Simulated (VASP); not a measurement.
These are RPBE GGA, VASP's PBE PAW potentials (set 64) (plane waves; VASP) values and carry that method's errors.

VASP ran on this input.

INCAR:
```
ALGO = Normal
EDIFF = 1E-6
EDIFFG = -0.02
ENCUT = 520
GGA = RP
IBRION = 2
ISIF = 3
ISMEAR = 0
LASPH = .TRUE.
LCHARG = .FALSE.
LMAXMIX = 4
LREAL = .FALSE.
LWAVE = .FALSE.
NELM = 100
NSW = 60
PREC = Accurate
SIGMA = 0.05
SYSTEM = SnO2
```

File KPOINTS:
```
K-points
0
gamma
  4 4 6
0 0 0
```

POSCAR:
```
SnO2
1
    4.8666194733     0.0000000000     0.0000000000
    0.0000000000     4.8666194733     0.0000000000
    0.0000000000     0.0000000000     3.2656996978
Sn O
2 4
Direct
  0.0000000000   1.0000000000   1.0000000000
  0.5000000000   0.5000000000   0.5000000000
  0.3067124209   0.3067124209   0.0000000000
  0.8067124209   0.1932875791   0.5000000000
  0.1932875791   0.8067124209   0.5000000000
  0.6932875791   0.6932875791   0.0000000000
```

POTCAR, in this order: Sn_d O (PBE.64 set). Program: vasp_std.

What VASP printed:

File OUTCAR:
```
 ion  position               nearest neighbor table
   1  0.000  0.000  0.000-   4 2.11   5 2.11   4 2.11   5 2.11   3 2.11   6 2.11
   2  0.500  0.500  0.500-   3 2.11   6 2.11   3 2.11   6 2.11   5 2.11   4 2.11
   3  0.307  0.307  0.000-   2 2.11   2 2.11   1 2.11
   4  0.807  0.193  0.500-   1 2.11   1 2.11   2 2.11
   5  0.193  0.807  0.500-   1 2.11   1 2.11   2 2.11
   6  0.693  0.693  0.000-   2 2.11   2 2.11   1 2.11
  LATTYP: Found a simple tetragonal cell.
 ALAT       =     4.8666194733
 C/A-ratio  =     0.6710406917
 Subroutine PRICEL returns:
 Original cell was already a primitive cell.
 Subroutine GETGRP returns: Found 16 space group operations
The static configuration has the point symmetry D_2h.
 The point group associated with its full space group is D_4h.
The dynamic configuration has the point symmetry D_2h.
 Subroutine INISYM returns: Found 16 space group operations
 Subroutine IBZKPT returns following result:
 Found     24 irreducible k-points:

 Following reciprocal coordinates:
            Coordinates               Weight
  0.000000  0.000000  0.000000      1.000000
  0.250000  0.000000  0.000000      4.000000
  0.500000  0.000000  0.000000      2.000000
  0.250000  0.250000  0.000000      4.000000
  0.500000  0.250000  0.000000      4.000000
  0.500000  0.500000  0.000000      1.000000
  0.000000  0.000000  0.166667      2.000000
  0.250000  0.000000  0.166667      8.000000
  0.500000  0.000000  0.166667      4.000000
  0.250000  0.250000  0.166667      8.000000
  0.500000  0.250000  0.166667      8.000000
  0.500000  0.500000  0.166667      2.000000
  0.000000  0.000000  0.333333      2.000000
  0.250000  0.000000  0.333333      8.000000
  0.500000  0.000000  0.333333      4.000000
  0.250000  0.250000  0.333333      8.000000
  0.500000  0.250000  0.333333      8.000000
  0.500000  0.500000  0.333333      2.000000
  0.000000  0.000000  0.500000      1.000000
  0.250000  0.000000  0.500000      4.000000
  0.500000  0.000000  0.500000      2.000000
  0.250000  0.250000  0.500000      4.000000
  0.500000  0.250000  0.500000      4.000000
  0.500000  0.500000  0.500000      1.000000
   k-points           NKPTS =     24   k-points in BZ     NKDIM =     24   number of bands    NBANDS=     31
   number of dos      NEDOS =    301   number of ions     NIONS =      6
   total plane-waves  NPLWV =  31104
   dimension x,y,z NGX =    36 NGY =   36 NGZ =   24
   dimension x,y,z NGXF=    72 NGYF=   72 NGZF=   48
   ions per type =               2   4
   PREC   = accura    normal or accurate (medium, high low for compatibility)
   ISTART =      0    job   : 0-new  1-cont  2-samecut
   ICHARG =      2    charge: 1-file 2-atom 10-const
   ISPIN  =      1    spin polarized calculation?
   LNONCOLLINEAR =      F non collinear calculations
   LSORBIT =      F    spin-orbit coupling
   INIWAV =      1    electr: 0-lowe 1-rand  2-diag
   ENCUT  =  520.0 eV  38.22 Ry    6.18 a.u.   9.05  9.05  6.07*2*pi/ulx,y,z
   NELM   =    100;   NELMIN=  2; NELMDL= -5     # of ELM steps
   EDIFF  = 0.1E-05   stopping-criterion for ELM
   LREAL  =      F    real-space projection
   NLSPLINE    = F    spline interpolate recip. space projectors
   LMAXMIX     =    4 max onsite mixed and CHGCAR
   VOSKOWN=      0    Vosko Wilk Nusair interpolation
   EDIFFG = -.2E-01   stopping-criterion for IOM
   NSW    =     60    number of steps for IOM
   NBLOCK =      1;   KBLOCK =     60    inner block; outer block
   IBRION =      2    ionic relax: 0-MD 1-quasi-New 2-CG
   NFREE  =      1    steps in history (QN), initial steepest desc. (CG)
   ISIF   =      3    stress and relaxation
   ISYM   =      2    0-nonsym 1-usesym 2-fastsym
   TEIN   =    0.0    initial temperature
   TEBEG  =    0.0;   TEEND  =   0.0 temperature during run
...
```

OSZICAR:
```
       N       E                     dE             d eps       ncg     rms          rms(c)
DAV:   1     0.656496439717E+03    0.65650E+03   -0.26415E+04  1649   0.257E+03
DAV:   2     0.590001258578E+02   -0.59750E+03   -0.57318E+03  1686   0.694E+02
DAV:   3    -0.359622042344E+02   -0.94962E+02   -0.93242E+02  1726   0.226E+02
DAV:   4    -0.408811968416E+02   -0.49190E+01   -0.48959E+01  1719   0.569E+01
DAV:   5    -0.410407872645E+02   -0.15959E+00   -0.15955E+00  1937   0.105E+01    0.156E+01
DAV:   6    -0.348568080269E+02    0.61840E+01   -0.25282E+01  2312   0.717E+01    0.566E+00
DAV:   7    -0.349938844814E+02   -0.13708E+00   -0.20662E+00  1628   0.857E+00    0.329E+00
DAV:   8    -0.350112592275E+02   -0.17375E-01   -0.33015E-01  2036   0.517E+00    0.811E-01
DAV:   9    -0.349973401259E+02    0.13919E-01   -0.88329E-02  2363   0.377E+00    0.147E-01
DAV:  10    -0.349989638099E+02   -0.16237E-02   -0.68545E-03  1920   0.727E-01    0.478E-02
DAV:  11    -0.349991426901E+02   -0.17888E-03   -0.34654E-04  1964   0.151E-01    0.226E-02
DAV:  12    -0.349991526001E+02   -0.99100E-05   -0.22862E-05  1899   0.342E-02    0.138E-02
DAV:  13    -0.349991498354E+02    0.27646E-05   -0.22625E-05  1800   0.529E-02    0.373E-03
DAV:  14    -0.349991505959E+02   -0.76047E-06   -0.11826E-06  1087   0.904E-03
   1 F= -.34999151E+02 E0= -.34999151E+02  d E =-.349992E+02
       N       E                     dE             d eps       ncg     rms          rms(c)
DAV:   1    -0.350030554555E+02   -0.39056E-02   -0.19730E-01  1647   0.376E+00    0.362E-01
DAV:   2    -0.350011152503E+02    0.19402E-02   -0.90398E-03  1923   0.956E-01    0.196E-01
DAV:   3    -0.350000409321E+02    0.10743E-02   -0.20608E-03  2013   0.662E-01    0.470E-02
DAV:   4    -0.350000285166E+02    0.12415E-04   -0.44810E-04  1978   0.170E-01    0.147E-02
DAV:   5    -0.350000241759E+02    0.43407E-05   -0.20661E-05  2098   0.505E-02    0.728E-03
DAV:   6    -0.350000226531E+02    0.15228E-05   -0.38511E-06  1518   0.234E-02    0.210E-03
DAV:   7    -0.350000230375E+02   -0.38440E-06   -0.12413E-06  1007   0.154E-02
   2 F= -.35000023E+02 E0= -.35000023E+02  d E =-.872442E-03
```

**OUTCAR**
```
------------------------ aborting loop because EDIFF is reached ----------------------------------------
  FORCE on cell =-STRESS in cart. coord.  units (eV):
  Direction    XX          YY          ZZ          XY          YZ          ZX
  --------------------------------------------------------------------------------------
  Total        0.0680398      0.0680398     -0.0865136      0.0000000      0.0000000      0.0000000
  in kB        1.4074369      1.4074369     -1.7895762      0.0000000      0.0000000      0.0000000
  external PRESSURE =       0.3417659 kB  Pullay stress =       0.0000000 kB
  volume of cell :       77.45
      direct lattice vectors                 reciprocal lattice vectors
     4.874962633  0.000000000  0.000000000     0.205129777  0.000000000  0.000000000
     0.000000000  4.874962633  0.000000000     0.000000000  0.205129777  0.000000000
     0.000000000  0.000000000  3.259135154     0.000000000  0.000000000  0.306829865
 POSITION                                       TOTAL-FORCE (eV/Angst)
 -----------------------------------------------------------------------------------
      0.00000      0.00000      0.00000         0.000000      0.000000     -0.000000
      2.43748      2.43748      1.62957         0.000000      0.000000     -0.000000
      1.49598      1.49598      0.00000         0.001643      0.001643      0.000000
      3.93347      0.94150      1.62957         0.001643     -0.001643     -0.000000
      0.94150      3.93347      1.62957        -0.001643      0.001643     -0.000000
      3.37898      3.37898      3.25914        -0.001643     -0.001643     -0.000000
 -----------------------------------------------------------------------------------
    total drift:                                0.000000      0.000000      0.000000
  FREE ENERGIE OF THE ION-ELECTRON SYSTEM (eV)
  ---------------------------------------------------
  free  energy   TOTEN  =       -35.0000230375 eV

  energy  without entropy=      -35.0000230375  energy(sigma->0) =      -35.00002304

 reached required accuracy - stopping structural energy minimisation
```
(Selected blocks of OUTCAR.)

File CONTCAR:
```
SnO2
   1.00000000000000
     4.8749626327509379    0.0000000000000000    0.0000000000000000
     0.0000000000000000    4.8749626327509379    0.0000000000000000
     0.0000000000000000    0.0000000000000000    3.2591351544872174
  Sn              O
     2     4
Direct
     0.0000000000000000    0.0000000000000000    0.0000000000000000
     0.5000000000000000    0.5000000000000000    0.5000000000000000
     0.3068708160317495    0.3068708160317495    0.0000000000000000
     0.8068708160317495    0.1931291839682505    0.5000000000000000
     0.1931291839682505    0.8068708160317495    0.5000000000000000
     0.6931291839682505    0.6931291839682505    1.0000000000000000
```

The compound is SnO2 in the rutile structure. This run relaxes it. Symmetry was kept, so distortions that lower it aren't found. The start is the result of an earlier pass.
